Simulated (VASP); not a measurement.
Level of theory: r2SCAN meta-GGA, VASP's PBE PAW potentials (set 64) (plane waves; VASP).

Input for VASP

### INCAR
```
! general
SYSTEM   =  Ti
PREC     =  Accurate
ENCUT    =  500
LREAL    =  F   ! projection in real space or not
LASPH    =  T   ! aspherical one-centre terms

! electronic loop
EDIFF    =  1E-6   ! SCF stop (eV)
NELM     =  100   ! most electronic steps
ALGO     =  Normal
LMAXMIX  =  4   ! l cut-off of mixed one-centre charges
LMIXTAU  =  T

! smearing
ISMEAR   =  1
SIGMA    =  0.1   ! width (eV)

! functional
METAGGA  =  R2SCAN

! ions
IBRION   =  2   ! conjugate gradients
NSW      =  40   ! most ionic steps
ISIF     =  3   ! ions, shape and volume
EDIFFG   =  -0.02
PSTRESS  =  300   ! kbar

! output
LWAVE    =  F
LCHARG   =  F
```

POSCAR:
```
Ti
1
    1.3827537607    -2.3949998784    -0.0000000000
    1.3827537607     2.3949998784     0.0000000000
   -0.0000000000     0.0000000000     4.3500330079
Ti
2
Direct
  0.3333330000   0.6666670000   0.2500000000
  0.6666670000   0.3333330000   0.7500000000
```

File KPOINTS:
```
Automatic mesh
0
Gamma
15 15 9
0 0 0
```

POTCAR, in this order: Ti_sv (PBE.64 set). Program: vasp_std.

Output

OSZICAR:
```
       N       E                     dE             d eps       ncg     rms          rms(c)
DAV:   1     0.241353927236E+03    0.24135E+03   -0.13661E+04  4328   0.195E+03
DAV:   2    -0.213319051256E+01   -0.24349E+03   -0.24206E+03  4440   0.510E+02
DAV:   3    -0.324842103418E+02   -0.30351E+02   -0.30129E+02  8480   0.144E+02
DAV:   4    -0.336391145149E+02   -0.11549E+01   -0.11549E+01  4424   0.307E+01
DAV:   5    -0.336970392593E+02   -0.57925E-01   -0.57925E-01  6912   0.495E+00    0.179E+01
DAV:   6    -0.265149458129E+02    0.71821E+01   -0.17802E+01  5400   0.584E+01    0.261E+00
DAV:   7    -0.241959441440E+02    0.23190E+01   -0.33556E+00  7032   0.149E+01    0.285E+00
DAV:   8    -0.243589186271E+02   -0.16297E+00   -0.28010E-01  4696   0.376E+00    0.297E+00
DAV:   9    -0.251944109109E+02   -0.83549E+00   -0.11852E+00  5120   0.803E+00    0.448E+00
DAV:  10    -0.240481858005E+02    0.11462E+01   -0.14890E+00  4632   0.134E+01    0.472E+00
DAV:  11    -0.254506360574E+02   -0.14025E+01   -0.73495E-01  5192   0.858E+00    0.319E+00
DAV:  12    -0.254373568875E+02    0.13279E-01   -0.36894E-02  5232   0.226E+00    0.259E+00
DAV:  13    -0.254269219372E+02    0.10435E-01   -0.42533E-02  4376   0.257E+00    0.843E-01
DAV:  14    -0.254193748179E+02    0.75471E-02   -0.18707E-02  5328   0.122E+00    0.144E-01
DAV:  15    -0.254185435900E+02    0.83123E-03   -0.23843E-03  5880   0.542E-01    0.660E-02
DAV:  16    -0.254185972519E+02   -0.53662E-04   -0.88388E-04  5064   0.384E-01    0.202E-01
DAV:  17    -0.254186721678E+02   -0.74916E-04   -0.31456E-04  4624   0.200E-01    0.834E-02
DAV:  18    -0.254186716142E+02    0.55366E-06   -0.15052E-04  4496   0.143E-01    0.103E-02
DAV:  19    -0.254186742405E+02   -0.26264E-05   -0.91038E-06  5576   0.379E-02    0.164E-02
DAV:  20    -0.254186664009E+02    0.78396E-05   -0.14489E-05  4496   0.457E-02    0.649E-03
DAV:  21    -0.254186670877E+02   -0.68677E-06   -0.18785E-06  3216   0.154E-02
   1 F= -.20023765E+02 E0= -.20024429E+02  d E =-.200238E+02
       N       E                     dE             d eps       ncg     rms          rms(c)
DAV:   1    -0.253987193099E+02    0.19947E-01   -0.22860E-01  6448   0.749E+00    0.802E-01
DAV:   2    -0.253908395363E+02    0.78798E-02   -0.29916E-02  5320   0.238E+00    0.264E-01
DAV:   3    -0.253906324080E+02    0.20713E-03   -0.10387E-02  6040   0.756E-01    0.109E-01
DAV:   4    -0.253906671570E+02   -0.34749E-04   -0.79658E-04  5704   0.249E-01    0.529E-02
DAV:   5    -0.253908559488E+02   -0.18879E-03   -0.22382E-03  7208   0.447E-01    0.505E-02
DAV:   6    -0.253908503607E+02    0.55881E-05   -0.28874E-04  4344   0.227E-01    0.390E-02
DAV:   7    -0.253908712941E+02   -0.20933E-04   -0.48975E-05  4648   0.835E-02    0.604E-03
DAV:   8    -0.253908654466E+02    0.58475E-05   -0.11225E-05  4480   0.452E-02    0.519E-03
DAV:   9    -0.253908714120E+02   -0.59654E-05   -0.43339E-06  4360   0.255E-02    0.408E-03
DAV:  10    -0.253908709443E+02    0.46772E-06   -0.76228E-07  2272   0.132E-02
   2 F= -.20023617E+02 E0= -.20024271E+02  d E =0.148479E-03
       N       E                     dE             d eps       ncg     rms          rms(c)
DAV:   1    -0.254121799063E+02   -0.21308E-01   -0.94935E-02  6432   0.485E+00    0.518E-01
DAV:   2    -0.254089761766E+02    0.32037E-02   -0.12608E-02  5304   0.154E+00    0.171E-01
DAV:   3    -0.254088429620E+02    0.13321E-03   -0.44306E-03  6032   0.492E-01    0.709E-02
DAV:   4    -0.254088505157E+02   -0.75537E-05   -0.33754E-04  5664   0.161E-01    0.339E-02
DAV:   5    -0.254089017984E+02   -0.51283E-04   -0.93655E-04  7208   0.290E-01    0.328E-02
DAV:   6    -0.254089106567E+02   -0.88583E-05   -0.13295E-04  4336   0.154E-01    0.253E-02
DAV:   7    -0.254088999260E+02    0.10731E-04   -0.18900E-05  4616   0.499E-02    0.399E-03
DAV:   8    -0.254089045369E+02   -0.46109E-05   -0.45017E-06  3800   0.288E-02    0.356E-03
DAV:   9    -0.254089005151E+02    0.40218E-05   -0.14656E-06  2776   0.152E-02    0.288E-03
DAV:  10    -0.254089018909E+02   -0.13758E-05   -0.29265E-07  2208   0.775E-03    0.138E-03
DAV:  11    -0.254089014375E+02    0.45349E-06   -0.10808E-07  2208   0.432E-03
   3 F= -.20023838E+02 E0= -.20024498E+02  d E =-.726016E-04
       N       E                     dE             d eps       ncg     rms          rms(c)
DAV:   1    -0.254103039946E+02   -0.14021E-02   -0.13668E-02  4536   0.175E+00    0.105E-01
DAV:   2    -0.254101795779E+02    0.12442E-03   -0.83898E-04  4320   0.345E-01    0.567E-02
DAV:   3    -0.254101624037E+02    0.17174E-04   -0.17196E-04  6112   0.205E-01    0.115E-02
DAV:   4    -0.254101404310E+02    0.21973E-04   -0.32737E-05  4744   0.870E-02    0.736E-03
DAV:   5    -0.254101486259E+02   -0.81949E-05   -0.11132E-05  4672   0.493E-02    0.239E-03
DAV:   6    -0.254101419754E+02    0.66505E-05   -0.57588E-06  3976   0.439E-02    0.117E-03
DAV:   7    -0.254101424429E+02   -0.46755E-06   -0.17036E-06  3008   0.201E-02
   4 F= -.20023875E+02 E0= -.20024523E+02  d E =-.378620E-04
```

OUTCAR:
```
------------------------ aborting loop because EDIFF is reached ----------------------------------------
  FORCE on cell =-STRESS in cart. coord.  units (eV):
  Direction    XX          YY          ZZ          XY          YZ          ZX
  --------------------------------------------------------------------------------------
  Total        5.3849134      5.3849141      5.3953223      0.0000000      0.0000000     -0.0000000
  in kB      299.9246109    299.9246487    300.5043572      0.0000000      0.0000000     -0.0000000
  external PRESSURE =       0.1178723 kB  Pullay stress =     300.0000000 kB
  volume of cell :       28.77
      direct lattice vectors                 reciprocal lattice vectors
     1.381044058 -2.392038627  0.000000000     0.362044931 -0.209026725 -0.000000000
     1.381044058  2.392038627 -0.000000000     0.362044931  0.209026725  0.000000000
    -0.000000000 -0.000000000  4.353830160    -0.000000000  0.000000000  0.229682823
 POSITION                                       TOTAL-FORCE (eV/Angst)
 -----------------------------------------------------------------------------------
      1.38104      0.79735      1.08846        -0.000000     -0.000000     -0.000000
      1.38104     -0.79735      3.26537         0.000000      0.000000      0.000000
 -----------------------------------------------------------------------------------
    total drift:                               -0.000000      0.001028     -0.000020
  FREE ENERGIE OF THE ION-ELECTRON SYSTEM (eV)
  ---------------------------------------------------
  free  energy   TOTEN  =       -25.4101424429 eV

  energy  without entropy=      -25.4120862469  energy(sigma->0) =      -25.41079038
  enthalpy is  TOTEN    =       -20.0238754971 eV   P V=        5.3862669458

 reached required accuracy - stopping structural energy minimisation
```
(Selected blocks of OUTCAR.)

**CONTCAR**
```
Ti
   1.00000000000000
     1.3810440578797398   -2.3920386265445686    0.0000000000000000
     1.3810440578797398    2.3920386265445686   -0.0000000000000000
    -0.0000000000000000   -0.0000000000000000    4.3538301600906975
  Ti
     2
Direct
     0.3333330000000032    0.6666669999999968    0.2500000000000000
     0.6666669999999968    0.3333330000000032    0.7500000000000000
```

The compound is Ti in the hcp structure. This run relaxes it under an external pressure of 30 GPa. Symmetry was kept, so distortions that lower it aren't found.
